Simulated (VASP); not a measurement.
PtAs2 (pyrite): the band gap from VASP (plane waves, PAW) at several levels of theory. Gaps are without spin-orbit coupling. Each level names its cell: its own relaxed one, PBE's, or the starting one. A gap is the smallest over the k-mesh and a band path; hybrids may have named points in place of the path, and GW has the mesh alone.

```json
[
 {"level": "PBE (own cell)", "band gap (eV)": "0.07"},
 {"level": "PBEsol (own cell)", "band gap (eV)": "0.22"}
]
```

The cell of the PBE (own cell) run:

PtAs2 is modelled in the cubic space group Pa-3 (No. 205), Pearson symbol cP12. Cell: a = 6.058 Å, b = 6.058 Å, c = 6.058 Å, α = 90.00°, β = 90.00°, γ = 90.00°. As on 8c is surrounded by 1 As at 2.448 Å and 3 Pt at 2.528 Å (tetrahedral). Pt on 4a sees 6 As at 2.528 Å (octahedral). (Neighbours: up to the widest gap in distance over summed covalent radii, below 1.35, at either atom; cation-cation and far metal-metal contacts left out.)

Only levels that ran to the end are used. Left out are those held back, those with too coarse a band path, GW runs whose mesh misses a band edge, hybrids' fits of cells that aren't cubic and levels without matching references; a question may draw on a part of the rest.

The compound is PtAs2 in the pyrite structure.
